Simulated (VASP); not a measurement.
The system is Mg2CdO3.

```xyz
6
Lattice="3.2507 0.0000 0.0000 -1.6254 2.8152 0.0000 0.0000 0.0000 7.9659" Properties=species:S:1:pos:R:3 pbc="T T T"
Mg    0.0000    1.8768    2.6550
Mg    1.6254    0.9384    5.3108
Cd    0.0000    0.0000    0.0000
O     1.6254    0.9384    1.3279
O     0.0000    1.8768    6.6380
O     0.0000    0.0000    3.9829
```

The cell was built by a generator and needn't be a form met in nature.

```yaml
Program: VASP 6.6.1
Task: relaxation of cell and atoms
Functional: PBE
Potentials_or_basis: VASP PAW PBE potentials, release 64 (Mg, Cd, O)
Cutoff: 520 eV
k_mesh: 5 × 5 × 2
Occupations: gaussian, width 0.15 eV
Spin: no spin polarisation
```

At the start: pressure -8.1 GPa; volume 12.15 Å³/atom.

Q: Where does the relaxation end?

A: Over 8 steps the energy falls by 124.3 meV/atom and the volume is 10.94 Å³/atom (-10.0 %); space group P-3m1 (No. 164, to 0.05 Å).

The path:
```csv
step,energy change (eV),largest force (eV/Å),pressure (GPa),volume (Å³)
1,0.0000,2.0955,-8.11,72.90
2,-0.5175,1.2985,0.24,66.60
3,-0.5668,0.9511,5.25,64.00
4,-0.7286,0.4906,0.50,65.20
5,-0.7316,0.4180,0.37,65.37
6,-0.7316,0.4016,0.28,65.41
7,-0.7455,0.1439,-0.16,65.65
8,-0.7461,0.0681,-0.19,65.61
```

Final structure:
```
Mg Cd O
1.0
     3.12253    0.00000    0.00000
    -1.56126    2.70419    0.00000
     0.00000    0.00000    7.77021
Mg Cd O
2 1 3
Direct
  0.33333 0.66667 0.34467
  0.66667 0.33333 0.65533
  0.00000 0.00000 0.00000
  0.66667 0.33333 0.19652
  0.33333 0.66667 0.80348
  0.00000 0.00000 0.50000
```

Caveat: the k mesh is coarse (spacing up to 0.45 Å⁻¹), so the values aren't converged.
